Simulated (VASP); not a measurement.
Given:

```yaml
crystal:
  lattice:
    - [0.00000, 1.78416, 1.78416]
    - [1.78416, 0.00000, 1.78416]
    - [1.78416, 1.78416, 0.00000]
  atoms:
    - { symbol: Cu, position: [0.00000, 0.00000, 0.00000] }
```

Level of theory: PBE GGA with D3 dispersion (zero damping), VASP's PBE PAW potentials (set 64) (plane waves; VASP). Run with 520 eV cut-off, 20×20×20 Γ-centred mesh, tetrahedra with Blöchl corrections, potentials Cu.

The job: Cu (fcc), 1 atom, PBE-D3 (zero damping), static run, 520 eV, 20×20×20 Γ-centred mesh. Roughly how much core time does it take on a busy server core?

About 20 core-seconds (one run on a shared machine, a rough figure). It had 256 irreducible k-points, 9 bands, up to 331 plane waves and 12 electronic steps.

The compound is Cu in the fcc structure. It was relaxed first.
